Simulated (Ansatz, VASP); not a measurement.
# BiB: VASP beside Ansatz

Aim: how closely do two programs agree when they are given the same cell, functional and k mesh? The cell is generated by rule, not measured, and may not be a known phase. The cell is taken from a series of VASP runs on this material, whose earlier steps may have relaxed, scaled or displaced it; both programs get it as it stands.

Main program and level: Ansatz 0.2.0; plane waves, with VASP 6.6.1 beside it; band structure at HSE06.

The structure was built from a prototype and need not be the compound's stable phase.

## Step 1: Set-up

The structure is cubic, space group F-43m (No. 216). The conventional cell has a = 5.427 Å, b = 5.427 Å, c = 5.427 Å, α = 90.00°, β = 90.00°, γ = 90.00°. Nearest to B lie 4 Bi at 2.35 Å. Nearest to Bi lie 4 B at 2.35 Å. Farther neighbours are not listed.

## Step 2: Ansatz: band structure, HSE06

Ansatz runs on its default PAW (the set named soft_2) files.

Levels along a path test the potential and the projectors away from the mesh points.

input.yaml

```yaml
crystal:
  lattice:
    - [0.0, 2.71355, 2.71355]
    - [2.71355, 0.0, 2.71355]
    - [2.71355, 2.71355, 0.0]
  atoms:
    - { symbol: B, position: [0.0, 0.0, 0.0] }
    - { symbol: Bi, position: [0.25, 0.25, 0.25] }
hamiltonian:
  xc: { exchange: pbe, correlation: pbe, exx: { coeff: 0.25, omega: 0.2 } }
  pseudopotentials: { kind: paw }
kpoints:
  mp_grid: { grid: [6, 6, 6] }
  band_path:
    path:
      - [0.0, 0.0, 0.0]
      - [0.5, 0.0, 0.5]
      - [0.5, 0.21429, 0.71429]
      - [0.41071, 0.33929, 0.75]
      - [0.16071, 0.16071, 0.32143]
      - [0.21429, 0.21429, 0.21429]
      - [0.5, 0.5, 0.5]
      - [0.55357, 0.39286, 0.55357]
      - [0.58929, 0.25, 0.66071]
      - [0.5, 0.28571, 0.71429]
      - [0.5, 0.5, 0.5]
      - [0.375, 0.375, 0.75]
      - [0.5, 0.0, 0.5]
    npoints: 1
scf:
  occupations: { method: gaussian, width: 0.02 }
  n_extra_bands: 7
output:
  forces: true
  stress: true
  eigenvalues: true
```

Run with:

```bash
> ansatz run input.yaml --threads 4 --pin off --max-ram 9216MiB --backend cpu --events-out ev --progress --plain --runs-dir out
```

Numbers of over 12 decimals in the logs are rounded to 6 here.

Output:

```text
Warning: output.stress: scf.convergence.dr2_threshold = 1e-7 eV (the SCF's general default) is looser than the 2e-10 eV advised for a printed stress (1e-10 eV for each atom of the cell: 2). What an SCF threshold leaves in a stress goes as its square root, and in the free energy as the threshold itself, and one threshold admits the most on a small cell: [figures from the program's tests cut] Set scf.convergence.dr2_threshold to 2e-10 eV or tighter. The threshold is an SCF's pass mark: one that does not reach it within its budget of iterations ends unconverged, or closes short of it on a stop that the run arms, and scf.convergence.dr2_threshold's page says what that costs each kind of run
Warning: output.stress: scf.exx.energy_threshold = 1e-6 eV is looser than the 2e-8 eV advised for a stress under a hybrid functional (1e-8 eV for each atom of the cell: 2). Every SCF of the exchange loop can meet its threshold on dr2 while the loop round them stops early: no threshold on dr2 bounds what that leaves in the stress. Set scf.exx.energy_threshold to 2e-8 eV or tighter. The threshold is the loop's pass mark: a loop that does not reach it within its budget of cycles ends unconverged, and scf.exx.energy_threshold's page has the law
scf.n_extra_bands = 7 over 9 filled bands (N_el = 18.0): the run solves 16 bands
Engine: ansatz 0.2.0, x86_64-unknown-linux-gnu
Pseudopotentials: kind: paw
Pseudopotential: B, paw, valence charge 3, recommended cutoff 420 eV (normal), B.paw.azcp
Pseudopotential: Bi, paw, valence charge 15, recommended cutoff 420 eV (normal), Bi.paw.azcp
Functional definition: unnamed
  parameter a_1 = 0.25
  parameter omega_1 = 0.2/angstrom
  exchange = pbe_x + (-a_1)*pbe_x_sr(omega_1) + a_1*exact_x_sr(omega_1)
  correlation = pbe_c
Crystal: 2 atoms, lattice volume = 39.962 Å³
Basis set: ecut = 420 eV, 749 PW (Γ), exchange–correlation on 54×54×54 points (8 copies of the dense FFT grid, shifted against one another)
Bands: 16, of which v1, the nominal top of the filled ones, is band 9 counted from 1 (8 counted from 0)
Symmetry: 24 space group operations
Space group: F-43m (ITA 216), of the structure as read, at distance tolerance 3.4e-5 Å
k-points: 16 of 216 (time reversal used)
Non-local potential: B, projectors of the file, l = 0: 2, l = 1: 2, l = 2: 1
Non-local potential: Bi, projectors of the file, l = 0: 2, l = 1: 2, l = 2: 2, l = 3: 2
PAW form: soft (Blöchl's): semilocal exchange-correlation on the pseudo side does not see the compensation charge
PAW frozen core: B, regenerated for the run's functional, and the local potential with it (the file was generated under x = pbe(κ = 0.804, μ = 0.219515), c = pbe(β = 0.066725))
PAW frozen core: Bi, regenerated for the run's functional, and the local potential with it (the file was generated under x = pbe(κ = 0.804, μ = 0.219515), c = pbe(β = 0.066725))
PAW one-centre angular grid: B, 110 points (default); XC on 64 Gauss nodes
PAW one-centre angular grid: Bi, 590 points (default); XC on 64 Gauss nodes
Initial density: superposition of atomic densities (neutral atoms: chi_scale 0, normalization atom), corrected by the library's trained network
Initial wavefunctions: pseudopotential atomic-orbital guess
Functional: x = pbe(κ = 0.804, μ = 0.219515), c = pbe(β = 0.066725), warm-up for x = pbe(κ = 0.804, μ = 0.219515) + 0.25 (exact − pbe) at short range (hse, ω = 0.2 Å⁻¹), c = pbe(β = 0.066725)
SCF iter   1: F=—  HF=-12550.818034 eV  |F-HF|=—  |Δ(HF+E_count)|=         —  Δρ=1.76e-3  dr2=1.57e-3  ethr=1.77e-3  ⟨swp⟩=11.6  Hψ=1360  notcnv=0
preconditioner: auto → none  [insulator: Δε(μ)=0.543 eV  Ē_g=22.540 eV  σ=0.020 eV  W_gap=1.00  n_scr=14 (ndim 8)  ℏωp=24.9 eV  f_vac=0.007  D(μ)=0.00/eV (n_scr^D=0)]
SCF iter   2: F=—  HF=-12550.818712 eV  |F-HF|=—  |Δ(HF+E_count)|=   6.78e-4  Δρ=8.01e-4  dr2=2.94e-4  ethr=8.74e-6  ⟨swp⟩=4.5  Hψ=792  notcnv=0  defer=10
iter 3 solved again at ethr=1.86e-8 eV; its pass at ethr=1.64e-6 eV (dr2=3.36e-6 eV) is discarded
SCF iter   3: F=-12550.818829 eV  HF=-12550.818826 eV  |F-HF|=3.42e-6  |Δ(HF+E_count)|=   1.14e-4  Δρ=9.78e-5  dr2=3.25e-6  ethr=1.86e-8  ⟨swp⟩=3.8  Hψ=1064  notcnv=0
SCF 1 stopped early in 3 iterations: F = -12550.818829 eV  dr2 = 3.25e-6
  greatest PAW one-centre occupation: 0.987 electrons in one spin orbital (limit 2), on the Bi atom at site 1 (counted from 0), in its partial waves of l = 2
Initial density: handed on by an earlier stage of this run
Initial wavefunctions: those handed on with the density
Functional: x = pbe(κ = 0.804, μ = 0.219515) + 0.25 (exact − pbe) at short range (hse, ω = 0.2 Å⁻¹), c = pbe(β = 0.066725)
Exchange kernel: α = 0.2500, screened, ω = 0.2000 Å⁻¹, Wigner–Seitz truncation, v(0) = 1129.9870 eV·Å³, q-mesh 6×6×6, nearest image of the exchange supercell L = 23.03 Å, pair-density grid 15×15×15, without the augmentation charges, whose exchange is taken in its separable form by FFT convolution over the k-point mesh (sized by the pseudopotential files, 24×24×24 at the most), smooth part of the exact exchange by density-matrix convolution
Frozen-core exchange: fock
SCF iter   1: F=—  HF=-12554.755160 eV  |F-HF|=—  |Δ(HF+E_count)|=         —  Δρ=5.84e-3  dr2=1.43e-2  ethr=1.80e-7  ⟨swp⟩=9.8  Hψ=1572  notcnv=0
preconditioner: auto → none  [insulator: Δε(μ)=1.046 eV  Ē_g=14.580 eV  σ=0.020 eV  W_gap=1.00  n_scr=14 (ndim 8)  ℏωp=16.6 eV  f_vac=0.004  D(μ)=0.00/eV (n_scr^D=0)]
SCF iter   2: F=—  HF=-12554.750900 eV  |F-HF|=—  |Δ(HF+E_count)|=   4.26e-3  Δρ=1.92e-3  dr2=1.61e-3  ethr=1.80e-7  ⟨swp⟩=5.0  Hψ=982  notcnv=0
SCF iter   3: F=—  HF=-12554.754680 eV  |F-HF|=—  |Δ(HF+E_count)|=   3.78e-3  Δρ=1.44e-3  dr2=4.00e-4  ethr=1.80e-7  ⟨swp⟩=4.2  Hψ=855  notcnv=0
SCF iter   4: F=—  HF=-12554.754626 eV  |F-HF|=—  |Δ(HF+E_count)|=   5.46e-5  Δρ=5.72e-4  dr2=7.66e-5  ethr=1.80e-7  ⟨swp⟩=4.0  Hψ=498  notcnv=0
SCF iter   5: F=—  HF=-12554.754623 eV  |F-HF|=—  |Δ(HF+E_count)|=   2.43e-6  Δρ=3.62e-5  dr2=1.06e-5  ethr=1.80e-7  ⟨swp⟩=3.0  Hψ=464  notcnv=0
SCF iter   6: F=—  HF=-12554.754696 eV  |F-HF|=—  |Δ(HF+E_count)|=   7.22e-5  Δρ=1.27e-4  dr2=1.07e-5  ethr=9.20e-10  ⟨swp⟩=5.1  Hψ=998  notcnv=0  defer=1
SCF iter   7: F=-12554.754692 eV  HF=-12554.754692 eV  |F-HF|=5.96e-9  |Δ(HF+E_count)|=   3.52e-6  Δρ=7.65e-6  dr2=3.21e-7  ethr=9.20e-10  ⟨swp⟩=4.1  Hψ=624  notcnv=0
SCF 2 stopped early in 7 iterations: F = -12554.754692 eV  dr2 = 3.21e-7
hybrid outer 1: dexx = +4.440e-3 eV, tail = 7.41e-6 eV
Exchange kernel: α = 0.2500, screened, ω = 0.2000 Å⁻¹, Wigner–Seitz truncation, v(0) = 1129.9870 eV·Å³, q-mesh 6×6×6, nearest image of the exchange supercell L = 23.03 Å, pair-density grid 15×15×15, without the augmentation charges, whose exchange is taken in its separable form by FFT convolution over the k-point mesh (sized by the pseudopotential files, 24×24×24 at the most), smooth part of the exact exchange by density-matrix convolution
Frozen-core exchange: fock
SCF iter   1: F=—  HF=-12554.754711 eV  |F-HF|=—  |Δ(HF+E_count)|=         —  Δρ=1.87e-5  dr2=1.27e-7  ethr=2.06e-7  ⟨swp⟩=4.1  Hψ=625  notcnv=0
preconditioner: auto → none  [insulator: Δε(μ)=1.108 eV  Ē_g=14.587 eV  σ=0.020 eV  W_gap=1.00  n_scr=14 (ndim 8)  ℏωp=16.6 eV  f_vac=0.004  D(μ)=0.00/eV (n_scr^D=0)]
SCF iter   2: F=—  HF=-12554.754711 eV  |F-HF|=—  |Δ(HF+E_count)|=   1.65e-7  Δρ=9.45e-6  dr2=2.03e-8  ethr=6.36e-10  ⟨swp⟩=4.3  Hψ=604  notcnv=0
SCF iter   3: F=-12554.754711 eV  HF=-12554.754711 eV  |F-HF|=1.78e-9  |Δ(HF+E_count)|=   2.36e-9  Δρ=3.89e-6  dr2=2.28e-9  ethr=8.18e-11  ⟨swp⟩=3.2  Hψ=488  notcnv=0  defer=4
SCF 3 converged in 3 iterations: F = -12554.754711 eV  dr2 = 2.28e-9
  Residual-converged pass: ⟨swp⟩=3.7  Hψ=557  notcnv=0  max |occ|·‖R‖ = 2.3e-6 eV (tolerance 2.4e-6 eV)  dr2=2.27e-9  dr2_onsite=9.11e-10  max |Δocc| = 0.0e0
hybrid outer 2: dexx = +7.804e-8 eV, tail = 8.26e-9 eV, Δε = 5.01e-4 eV (about 2.15e-5 eV left of the loop's levels)
NSCF: frozen V_eff on 13 k-points
hybrid SCF converged: 2 outer / 10 inner (+3 warm-up), last move |dexx| = 7.80e-8 eV, tail = 8.26e-9 eV
Stability not checked: this state was not tested for a lower state beside it, because the functional holds exact exchange (a hybrid, or Hartree-Fock), whose exchange loop this test does not read (fock_operator; see scf.lower_state_search)
Free energy (F): -12554.754711 eV
Frozen-core exchange: fock
Harris-Foulkes:  -12554.754711 eV  (|F-HF|=1.78e-9)
Internal energy: -12554.754711 eV  (E = F + TS)
E sigma→0 (E₀):  -12554.754711 eV
Fermi energy:    11.365076 eV
--- Per-component energies (eV) ---
  E_band       = -110.816507
  E_kinetic    = 347.998205
  E_local      = -1524.605495  (includes V_loc(G=0)·N_el)
  E_nonlocal   = 573.093658
  E_hartree    = 497.351066
  E_xc         = -145.457238
  E_vxc        = -143.477208  (∫ρ·V_xc dr)
  E_exx        = -40.458587  (= α·E_x^exact, valence–valence)
  E_paw        = -10743.767383  (= ΣΔE_a)
  E_vpaw       = -277.610657  (= ΣTr[D̂ρ^β])
  E_aug_tail   = -0.000428  (compensation charges beyond the density's cutoff)
  E_ewald      = -1519.048324
  E_core_change = 0.139815  (= ΣΔE_core)
  E_smearing   = -0.000000  (= −TS)
  E_closure    = -0.000000  (closes the sum)
  Σ components = -12554.754711   (vs F -12554.754711, Δ=-1.82e-12)
--- Forces (eV/Å), atoms counted from 1 ---
  atom   1  B      0.00000000    -0.00000000     0.00000000
  atom   2  Bi    -0.00000000    -0.00000000     0.00000000
  max |Σ_I F_I| component: 3.89e-16 eV/Å
--- Stress (GPa, compression-positive) ---
        1.095272       0.000000      -0.000000
        0.000000       1.095272       0.000000
       -0.000000       0.000000       1.095272
  P = ⅓ Tr σ = 1.0953 GPa (10.953 kbar)
--- Band table (eV; the first three rows and the last of 16) ---
  k-point 0: bands = [... 5 lower, -5.0169, 10.8112, 10.8112, 10.8112, 12.0352, 14.2963, 14.2963, 14.2963, ... 3 higher]
  k-point 1: bands = [... 5 lower, -4.6063, 7.5388, 10.1637, 10.1637, 12.5618, 15.0640, 15.0640, 15.4762, ... 3 higher]
  k-point 2: bands = [... 5 lower, -3.4799, 3.8638, 9.3035, 9.3035, 12.0974, 15.7385, 15.7385, 17.3941, ... 3 higher]
  k-point 15: bands = [... 5 lower, -1.3216, 2.0906, 5.9015, 6.2339, 14.1541, 14.1682, 18.3016, 18.6349, ... 3 higher]
```

Run time: 18 s. Hardware: 4 threads of Intel Xeon 6975P-C (Granite Rapids), shared host; peak memory 1.2 GiB; 65 s of CPU time.

Reading the cycles: dr2 is the Hartree energy of the density residual (eV), the measure of convergence; HF is the Harris–Foulkes estimate of the energy, which meets the free energy F at convergence.

## Step 3: VASP: band structure, HSE06

The same cell, functional, mesh and smearing now go to VASP, with its own data sets and cutoff.

Lines of VASP's logs that name or quote its potential files are left out, and so is its time.

The run reads the wave functions of an earlier VASP run, which isn't shown here.

INCAR

```
SYSTEM = BiB
PREC = Accurate
ENCUT = 420
EDIFF = 1E-06
NELM = 100
ISMEAR = 0
SIGMA = 0.02
LREAL = .FALSE.
ALGO = Normal
LHFCALC = .TRUE.
AEXX = 0.25
GGA = PE
HFSCREEN = 0.2
LASPH = .TRUE.
NBANDS = 15
PRECFOCK = Fast
LORBIT = 11
LWAVE = .FALSE.
LCHARG = .FALSE.
KPAR = 4
ISIF = 2
```

POSCAR

```
BiB
1.0
    0.0000000000      2.7135500000      2.7135500000
    2.7135500000      0.0000000000      2.7135500000
    2.7135500000      2.7135500000      0.0000000000
B Bi
1 1
Direct
    0.0000000000      0.0000000000      0.0000000000
    0.2500000000      0.2500000000      0.2500000000
```

KPOINTS

```
Automatic mesh
0
Gamma
6 6 6
0 0 0
```

KPOINTS_OPT

```
Line mode
8
Line-mode
Reciprocal
  0.00000000   0.00000000   0.00000000 GAMMA
  0.50000000   0.00000000   0.50000000 X

  0.50000000   0.00000000   0.50000000 X
  0.50000000   0.25000000   0.75000000 W

  0.50000000   0.25000000   0.75000000 W
  0.37500000   0.37500000   0.75000000 K

  0.37500000   0.37500000   0.75000000 K
  0.00000000   0.00000000   0.00000000 GAMMA

  0.00000000   0.00000000   0.00000000 GAMMA
  0.50000000   0.50000000   0.50000000 L

  0.50000000   0.50000000   0.50000000 L
  0.62500000   0.25000000   0.62500000 U

  0.62500000   0.25000000   0.62500000 U
  0.50000000   0.25000000   0.75000000 W

  0.50000000   0.25000000   0.75000000 W
  0.50000000   0.50000000   0.50000000 L

  0.50000000   0.50000000   0.50000000 L
  0.37500000   0.37500000   0.75000000 K

  0.62500000   0.25000000   0.62500000 U
  0.50000000   0.00000000   0.50000000 X
```

Potentials, in the order of the species: B and Bi_d (PBE family, release 64).

Run with:

```bash
> mpirun -np 4 vasp_std
```

Output:

```text
[banner, memory and clock lines left out]
running    4 mpi-ranks, on    1 nodes
 distrk:  each k-point on    1 cores,    4 groups
 distr:  one band on    1 cores,    1 groups

 POSCAR found type information on POSCAR B Bi
 POSCAR found :  2 types and       2 ions
 LDA part: xc-table for (Slater+PW92), standard interpolation
 found WAVECAR, reading the header
 POSCAR, INCAR and KPOINTS ok, starting setup
 FFT: planning ... GRIDC
 FFT: planning ... GRID_SOFT
 FFT: planning ... GRID
 reading WAVECAR
 the WAVECAR file was read successfully
 initial charge from wavefunction
 entering main loop
       N       E                     dE             d eps       ncg     rms          rms(c)
DAV:   1    -0.104393367620E+02   -0.10439E+02   -0.41225E-01   594   0.651E+00    0.404E-01
DAV:   2    -0.104411829617E+02   -0.18462E-02   -0.15444E-02   559   0.871E-01    0.235E-01
DAV:   3    -0.104411942510E+02   -0.11289E-04   -0.32851E-03   606   0.341E-01    0.131E-01
DAV:   4    -0.104413673062E+02   -0.17306E-03   -0.32815E-04   607   0.121E-01    0.823E-02
DAV:   5    -0.104413770892E+02   -0.97830E-05   -0.39057E-05   748   0.710E-02    0.502E-02
DAV:   6    -0.104413880483E+02   -0.10959E-04   -0.14921E-05   683   0.343E-02    0.300E-02
DAV:   7    -0.104413954856E+02   -0.74373E-05   -0.35828E-06   610   0.137E-02    0.182E-02
DAV:   8    -0.104413990319E+02   -0.35463E-05   -0.43611E-07   339   0.547E-03    0.111E-02
DAV:   9    -0.104414008280E+02   -0.17961E-05   -0.42621E-07   310   0.501E-03    0.668E-03
DAV:  10    -0.104414019068E+02   -0.10788E-05   -0.17136E-07   282   0.358E-03    0.412E-03
DAV:  11    -0.104414024899E+02   -0.58312E-06   -0.10461E-07   282   0.262E-03
   1 F= -.10441402E+02 E0= -.10441402E+02  d E =-.963585E-29
 Start KPOINTS_OPT (optional k-point list driver)
k-point batch [1-16\80]
       N       E                     dE             ncg
DAV:   1    -0.298634807987E+03   -0.77538E+04      487
DAV:   2    -0.261100773224E+04   -0.23124E+04      536
DAV:   3    -0.277228410060E+04   -0.16128E+03      578
DAV:   4    -0.277683787815E+04   -0.45538E+01      658
DAV:   5    -0.277695480398E+04   -0.11693E+00      708
DAV:   6    -0.277695976676E+04   -0.49628E-02      742
DAV:   7    -0.277695986807E+04   -0.10131E-03      673
DAV:   8    -0.277695987082E+04   -0.27458E-05      550
DAV:   9    -0.277695987092E+04   -0.10317E-06      513
[...]
k-point batch [65-80\80]
       N       E                     dE             ncg
DAV:   1    -0.382875620308E+03   -0.10085E+05      480
DAV:   2    -0.267816086734E+04   -0.22953E+04      515
DAV:   3    -0.283674087472E+04   -0.15858E+03      599
DAV:   4    -0.284076776762E+04   -0.40269E+01      646
DAV:   5    -0.284086836755E+04   -0.10060E+00      692
DAV:   6    -0.284087364821E+04   -0.52807E-02      788
DAV:   7    -0.284087370591E+04   -0.57695E-04      669
DAV:   8    -0.284087370636E+04   -0.45891E-06      555
```

[end of part 1 of 2]

[Lines on the potential files, build, host, timing and source positions are cut from VASP's logs without a mark.]

[Logs are printed without paths, hosts, clocks, repeated set-up lines and the standing remarks that a program may print on its own settings, such as how far it seeks lower states.]

[Hosts, paths, dates, database ids (printed as entryN), source tags and the programs' standing remarks are cut or masked in the printed files.]
